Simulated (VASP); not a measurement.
Consider the following.

```
CELL_PARAMETERS angstrom
      1.77011    -3.06592     0.00000
      1.77011     3.06592     0.00000
      0.00000     0.00000     6.65777
ATOMIC_POSITIONS crystal
  Ti 0.00000 0.00000 0.00000
  Se 0.33333 0.66667 0.23619
  Se 0.66667 0.33333 0.76381
```

Method: PBE GGA, VASP's PBE PAW potentials (set 64) (plane waves; VASP). Settings: 480 eV cut-off, 10×10×4 Γ-centred mesh, first-order Methfessel-Paxton smearing of 0.10 eV, potentials Ti_sv Se.

Without a dispersion term in the relaxation, distances and binding between the weakly bound layers, chains or molecules are unreliable, and so is what depends on them.

Question: Predict the energy per atom (σ→0), band gap (on the k-mesh) with the smallest direct gap where there is one.

Answer: 
```json
{
  "band gap (on the k-mesh)": "none (metal, semimetal or under 0.01 eV)",
  "energy per atom (σ→0)": "-6.067 eV/atom"
}
```

The absolute energy has meaning only against runs of the same code, potentials and settings.

The compound is TiSe2 in the 1T layered structure. This cell was strained or had an atom moved on purpose.
